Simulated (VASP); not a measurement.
Here is the system:

```xyz
3
Lattice="0.0000 2.7479 2.7479 2.7479 0.0000 2.7479 2.7479 2.7479 0.0000" Properties=species:S:1:pos:R:3 pbc="T T T"
Si     1.3740     1.3740     1.3740
Si     4.1219     4.1219     4.1219
Ni     0.0000     0.0000     0.0000
```

Calculation: PBE GGA with D4 dispersion, VASP's PBE PAW potentials (set 64) (plane waves; VASP 6.6.1). Run with 520 eV cut-off, 10×10×10 Γ-centred mesh, first-order Methfessel-Paxton smearing of 0.10 eV, potentials Si Ni.

Predict the energy per atom (σ→0), pressure, band gap (on the k-mesh) with the smallest direct gap where there is one.

```json
{
 "band gap (on the k-mesh)": "none (metal, semimetal or under 0.01 eV)",
 "energy per atom (σ→0)": "-6.220 eV/atom",
 "pressure": "-86.4 kbar"
}
```

The compound is NiSi2 in the fluorite structure. This cell is one point of a volume scan, at 1.06 of the reference volume. The run is not spin-polarised, so no magnetic state was tried.
